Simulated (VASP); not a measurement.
Energy against volume of Pt₃Ti (L1_2). Calculation: LDA (Ceperley-Alder, Perdew-Zunger), VASP's LDA PAW potentials (set 64) (plane waves; VASP). Settings: 520 eV cut-off, 8×8×8 Γ-centred mesh, first-order Methfessel-Paxton smearing of 0.10 eV, potentials Ti_sv Pt.

```tsv
V (Å³/atom)	E (eV/atom)
14.127	-8.64349
14.564	-8.65604
15.001	-8.64555
15.438	-8.61582
```

Task: Fit these four points and predict the energy of the run at 13.690 Å³/atom.

Result: A cubic in V^(−2/3), the third-order Birch-Murnaghan form, passes through the four points with V0 = 14.57 Å³/atom and B0 = 280 GPa, and gives -8.6033 eV/atom there. The run gave -8.6033 eV/atom, +0.1 meV/atom from the fit; all five points give B0 = 280 GPa.

The compound is Pt3Ti in the L1_2 structure. It was relaxed first.
